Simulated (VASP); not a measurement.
A convergence study with VASP on W (bcc): one setting is varied, all else stays as given below, so the limit is that of these other settings. The cell's lengths are 1 % over those of the tabulated start, so it is off equilibrium.

```
CELL_PARAMETERS angstrom
     -1.59580     1.59580     1.59580
      1.59580    -1.59580     1.59580
      1.59580     1.59580    -1.59580
ATOMIC_POSITIONS crystal
  W  0.00000 0.00000 0.00000
```

Calculation: PBEsol GGA, VASP's PBE PAW potentials (set 64) (plane waves; VASP). The tightest run used: 1000 eV cut-off, 18×18×18 Γ-centred mesh, first-order Methfessel-Paxton smearing of 0.10 eV, potentials W_sv.

Problem. The settings run are ENCUT = 150; ENCUT = 250; ENCUT = 350; ENCUT = 450; ENCUT = 550; ENCUT = 600; ENCUT = 650; ENCUT = 700; ENCUT = 750; ENCUT = 800; ENCUT = 850; ENCUT = 1000. From which on does the stress (every component) stay within 0.1 GPa of the tightest run?

Solution. From ENCUT = 450 on: it is off by 0.07 there and by no more than 0.1 in any finer run, while ENCUT = 350 is off by 0.38.
```csv
setting,E (eV/atom),pressure (GPa),plane waves,difference judged (GPa)
ENCUT = 150,-13.7945,-111.27,79,101.15
ENCUT = 250,-13.7871,-11.13,152,1.00
ENCUT = 350,-13.7823,-10.50,250,0.38
ENCUT = 450,-13.7826,-10.20,370,0.07
ENCUT = 550,-13.7826,-10.18,490,0.05
ENCUT = 600,-13.7827,-10.14,559,0.02
ENCUT = 650,-13.7827,-10.13,627,0.00
ENCUT = 700,-13.7827,-10.13,712,0.00
ENCUT = 750,-13.7827,-10.13,768,0.01
ENCUT = 800,-13.7827,-10.13,887,0.00
ENCUT = 850,-13.7827,-10.13,943,0.00
ENCUT = 1000,-13.7826,-10.13,1186,0.00
```

Left out are rungs that failed or repeat a setting and relaxations that didn't move; long series are thinned to 24 rows.

The compound is W in the bcc structure. The cell was not relaxed at this level.
